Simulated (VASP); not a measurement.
Input:

```xyz
2
Lattice="0.0000 2.7409 2.7409 2.7409 0.0000 2.7409 2.7409 2.7409 0.0000" Properties=species:S:1:pos:R:3 pbc="T T T"
Al     0.0000     0.0000     0.0000
P      1.3705     1.3705     1.3705
```

These are vdW-DF-cx, VASP's PBE PAW potentials (set 64) (plane waves; VASP) values and carry that method's errors. Run with 520 eV cut-off, Gaussian smearing of 0.050 eV, potentials Al P.

What does the run give for the band gap (along the path) with the smallest direct gap where there is one?

```
Quantity                               Result
------------------------------------  -------
band gap (along the path)             1.54 eV
smallest direct gap (along the path)  3.23 eV
```

Only differences to runs with the same potentials and settings are physical.

The compound is AlP in the zinc blende structure. It was relaxed first.
